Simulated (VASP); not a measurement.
OSZICAR of a VASP run on TiAl (L1_0):

File OSZICAR:
```
       N       E                     dE             d eps       ncg     rms          rms(c)
DAV:   1     0.933893088683E+02    0.93389E+02   -0.74447E+03  3080   0.136E+03
DAV:   2    -0.323116718879E+01   -0.96620E+02   -0.94148E+02  3104   0.331E+02
DAV:   3    -0.908497889741E+01   -0.58538E+01   -0.56234E+01  5032   0.780E+01
DAV:   4    -0.928826936196E+01   -0.20329E+00   -0.20032E+00  3878   0.127E+01
DAV:   5    -0.929855872039E+01   -0.10289E-01   -0.10279E-01  4524   0.256E+00    0.890E+00
DAV:   6    -0.803738430624E+01    0.12612E+01   -0.12966E+01  3956   0.371E+01    0.353E+00
DAV:   7    -0.785069004518E+01    0.18669E+00   -0.15236E+00  3611   0.129E+01    0.175E+00
DAV:   8    -0.784521400457E+01    0.54760E-02   -0.16942E-01  3534   0.458E+00    0.544E-01
DAV:   9    -0.784226458849E+01    0.29494E-02   -0.35240E-02  3683   0.243E+00    0.215E-01
DAV:  10    -0.784238948775E+01   -0.12490E-03   -0.20927E-03  3718   0.505E-01    0.437E-02
DAV:  11    -0.784238333383E+01    0.61539E-05   -0.47581E-04  4258   0.224E-01    0.394E-02
DAV:  12    -0.784238307165E+01    0.26218E-06   -0.23352E-05  3611   0.494E-02    0.130E-02
DAV:  13    -0.784238190427E+01    0.11674E-05   -0.16193E-06  4543   0.124E-02    0.682E-03
DAV:  14    -0.784238176574E+01    0.13853E-06   -0.47798E-07  3355   0.849E-03    0.120E-03
DAV:  15    -0.784238176845E+01   -0.27167E-08   -0.75279E-08  1840   0.320E-03
   1 F= -.78423818E+01 E0= -.78422309E+01  d E =-.784238E+01
       N       E                     dE             d eps       ncg     rms          rms(c)
DAV:   1    -0.784251141356E+01   -0.12965E-03   -0.44830E-03  3176   0.112E+00    0.708E-02
DAV:   2    -0.784243759374E+01    0.73820E-04   -0.25184E-04  3157   0.169E-01    0.339E-02
DAV:   3    -0.784241805882E+01    0.19535E-04   -0.38528E-05  3907   0.797E-02    0.119E-02
DAV:   4    -0.784241584980E+01    0.22090E-05   -0.74683E-06  3929   0.300E-02    0.278E-03
DAV:   5    -0.784241563548E+01    0.21433E-06   -0.85353E-07  3587   0.919E-03    0.782E-04
DAV:   6    -0.784241560472E+01    0.30752E-07   -0.41494E-08  1843   0.223E-03
   2 F= -.78424156E+01 E0= -.78422576E+01  d E =-.338363E-04
```

Task: Which electronic solver shows in the log?

Result: It is blocked Davidson (ALGO = Normal, or the opening steps of other solvers). The INCAR had ALGO = Normal.

Task: Can the final energy be trusted as converged?

Result: The calculation finished and met its thresholds. It stopped with EDIFF = 1E-7, NELM = 100, NSW = 30 and EDIFFG = -0.01 after 2 ionic steps (optB88-vdW, plane waves, VASP's PBE PAW potentials (set 64)).

The compound is TiAl in the L1_0 structure. This cell is one point of a volume scan, at 1.06 of the reference volume. Symmetry was kept, so distortions that lower it aren't found. The electron count is odd and the run is not spin-polarised, which forces a metal.
